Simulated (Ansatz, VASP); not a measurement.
# Zn in two plane-wave programs, part 3 of 3

Aim: how closely do two programs agree when they are given the same cell, functional and k mesh? Of the first pair: The structure shown is frame 250 of Ansatz's trajectory.

VASP 6.6.1 and Ansatz 0.2.0.

So far. Step 6 (VASP: single point, PBE with D3(BJ), pair 2): The run ends at a pressure of 3.00 GPa, with forces up to 1.9 eV/Å.

## (9) VASP: single point, PBE with D3(BJ), pair 3

Level of this step: PBE with D3(BJ); plane waves and PAW (Zn) (VASP).

The same cell, functional, mesh and smearing now go to VASP, with its own data sets.

Input file INCAR:

```
SYSTEM = Zn
PREC = Accurate
ENCUT = 400
EDIFF = 1E-06
NELM = 120
ISMEAR = -1
SIGMA = 0.062
LREAL = Auto
ALGO = Normal
GGA = PE
IVDW = 12
NBANDS = 336
LORBIT = 11
LWAVE = .FALSE.
LCHARG = .FALSE.
ISIF = 2
LASPH = .TRUE.
GGA_COMPAT = .FALSE.
EFERMI = MIDGAP
NCORE = 2
```

Input file POSCAR:

```
Zn
1.0
    9.2567000000      0.0000000000      0.0000000000
    0.0000000000      9.2567000000      0.0000000000
    0.0000000000      0.0000000000      9.2567000000
Zn
48
Direct
    0.7196409087      0.0305724502      0.1056748085
    0.8605442544      0.2241835643      0.3649464712
    0.6833104670      0.5563321702      0.5831883933
    0.1135393823      0.7571164670      0.5100953904
    0.3728758629      0.7400045373      0.1914073050
    0.5814275066      0.2359588190      0.2361100608
    0.2940464744      0.4002614323      0.8884051552
    0.2490736440      0.4954789504      0.1163265527
    0.9707239081      0.4999513866      0.4991411626
    0.2974818240      0.1399850919      0.1568593559
    0.7019564208      0.0325601996      0.3746367496
    0.5183812806      0.8662914430      0.9654628539
    0.4241144252      0.4540062873      0.6415461233
    0.1699525749      0.5680750159      0.7227413657
    0.5024468763      0.1615586548      0.9768059892
    0.6146250824      0.3292750116      0.8092408742
    0.2902006114      0.9991357611      0.6823814102
    0.0810764095      0.1834563073      0.8271522249
    0.2410146164      0.9926323636      0.9549947606
    0.8731405360      0.7691509933      0.3559475839
    0.1432367906      0.3042985081      0.5849276740
    0.6433502220      0.7832921019      0.1953720008
    0.3485799475      0.6564434410      0.9131655990
    0.8993809889      0.9290783973      0.5857811099
    0.8807782471      0.4404053280      0.7615672972
    0.9258375015      0.8665183057      0.0556677866
    0.0776086510      0.8497844804      0.7659533095
    0.0398846241      0.6440092041      0.9396221116
    0.7371741549      0.9447103179      0.7956291119
    0.9515918200      0.4153748096      0.0497261443
    0.6107035985      0.2882668770      0.5151187788
    0.1220521352      0.3128220640      0.3116445386
    0.9781671654      0.6074410967      0.2077198138
    0.6479955060      0.8323052492      0.5264187021
    0.5518057191      0.6880097659      0.7705769875
    0.2586234835      0.5730659954      0.3869953655
    0.8571413139      0.2117709335      0.9059924163
    0.8353516912      0.1742413603      0.6368576274
    0.0115699979      0.1446303758      0.1366793782
    0.3931638705      0.8371773958      0.4983093327
    0.5345101386      0.0389339613      0.6139228883
    0.5040565212      0.5734657059      0.3625482083
    0.1391100500      0.9361435501      0.2745902968
    0.3855693714      0.2123542947      0.7468860393
    0.8531009971      0.6830079834      0.7198785744
    0.6999470654      0.3941685482      0.0470902157
    0.7422839673      0.4898938066      0.3089870040
    0.3442695561      0.2603519613      0.3803731351
```

Input file KPOINTS:

```
Automatic mesh
0
Gamma
1 1 1
0 0 0
```

Potentials, in the order of the species: Zn (PBE family, release 64).

Started as:

```bash
> mpirun -np 8 vasp_gam
```

Numbers of over 12 decimals in the logs are rounded to 6 here.

What it wrote:

```text
[... set-up lines as in an earlier step ...]
 entering main loop
       N       E                     dE             d eps       ncg     rms          rms(c)
DAV:   1     0.632088487912E+04    0.63209E+04   -0.23844E+05   672   0.260E+03
DAV:   2     0.970108829931E+03   -0.53508E+04   -0.52299E+04   672   0.659E+02
DAV:   3     0.448934028939E+02   -0.92522E+03   -0.87520E+03   688   0.213E+02
DAV:   4    -0.369231680951E+02   -0.81817E+02   -0.74012E+02   720   0.678E+01
[...]
DAV:  15    -0.333503765529E+02    0.26015E-05   -0.38172E-05   736   0.781E-02    0.118E-02
DAV:  16    -0.333503776163E+02   -0.10634E-05   -0.41543E-05   688   0.367E-02    0.911E-03
DAV:  17    -0.333503777189E+02   -0.10263E-06   -0.80570E-06   656   0.173E-02
   1 F= -.51125156E+02 E0= -.51067551E+02  d E =-.115211E+00
```

From OUTCAR (step 9):

```text
 Edisp (eV)  -17.77478

  Total       9.80491    14.27237    10.25506    -0.28665     7.11861    -5.80379
  in kB      19.80550    28.82956    20.71477    -0.57901    14.37929   -11.72341
  external pressure =       23.12 kB  Pullay stress =        0.00 kB

 POSITION                                       TOTAL-FORCE (eV/Angst)
 -----------------------------------------------------------------------------------
      6.66150      0.28300      0.97820         0.122284      0.261141     -0.581739
      7.96580      2.07520      3.37820         0.711503      0.906940     -0.062284
      6.32520      5.14980      5.39840        -0.261220     -0.679367     -0.874203
      1.05100      7.00840      4.72180        -0.158794      0.292412      0.023595
      3.45160      6.85000      1.77180        -0.045832      0.232286     -0.099119
      5.38210      2.18420      2.18560        -0.173699     -0.028196      0.200019
      2.72190      3.70510      8.22370         0.095426     -0.426369     -0.046256
      2.30560      4.58650      1.07680        -0.617416      0.055823      1.099084
      8.98570      4.62790      4.62040         0.122653      0.136784     -0.385247
      2.75370      1.29580      1.45200         0.335796      0.294499      0.120124
      6.49780      0.30140      3.46790        -0.426278     -0.363178      0.322592
      4.79850      8.01900      8.93700        -0.044426      0.406007      0.455938
      3.92590      4.20260      5.93860        -0.060619      0.687152     -0.491229
      1.57320      5.25850      6.69020        -0.426363      0.098574     -1.130774
[...]
-----------------------------------------------------------------------------------
    total drift:                               -0.015365      0.016302      0.018282

  FREE ENERGIE OF THE ION-ELECTRON SYSTEM (eV)
  ---------------------------------------------------
  free  energy   TOTEN  =       -51.1251561098 eV

  energy  without entropy=      -51.0099455805  energy(sigma->0) =      -51.06755085

[... 2 parts as in an earlier step ...]

[... 1 further part left out ...]
[key lines of the parts left out:]
E-fermi :   2.4189
```

The run ends at a pressure of 2.31 GPa, with forces up to 2.6 eV/Å.

## (10) Comparison

Forces on 7 of the 48 atoms, those with the largest forces and the largest differences (eV/Å; atoms numbered as in POSCAR):

```tsv
atom	Ansatz x, y, z	VASP x, y, z
Zn17	-1.412, -1.215, -0.203	-1.436, -1.238, -0.208
Zn18	1.596, -0.434, -0.496	1.632, -0.438, -0.506
Zn32	-1.627, 1.126, -0.721	-1.663, 1.142, -0.734
Zn34	0.650, -1.450, 0.404	0.666, -1.479, 0.401
Zn37	-1.694, -0.485, 0.558	-1.729, -0.504, 0.574
Zn45	0.403, 1.728, -0.034	0.406, 1.761, -0.030
Zn48	2.200, 0.386, 1.166	2.238, 0.379, 1.193
```

The forces differ by 12 meV/Å r.m.s., which is 1.9 % of the r.m.s. force of 0.640 eV/Å (both taken over all components).

## (11) Results

```
r.m.s. force difference (single point, PBE with D3(BJ), pair 1) : 1.9 % of the r.m.s. force
r.m.s. force difference (single point, PBE with D3(BJ), pair 2) : 1.9 % of the r.m.s. force
r.m.s. force difference (single point, PBE with D3(BJ), pair 3) : 1.9 % of the r.m.s. force
```

What this shows: The r.m.s. force difference is 1.9 % of the r.m.s. force (single point, PBE with D3(BJ), pair 1), within the 3 % picked in this series as the mark of a large difference. Such differences can come from data sets, numerical settings and the points named under the comparisons, not from the functional's error against experiment.

[Lines on the potential files, build, host, timing and source positions are cut from VASP's logs without a mark.]

[Logs are printed without paths, hosts, clocks, repeated set-up lines and the standing remarks that a program may print on its own settings, such as how far it seeks lower states.]

[Hosts, paths, dates, database ids (printed as entryN), source tags and the programs' standing remarks are cut or masked in the printed files.]
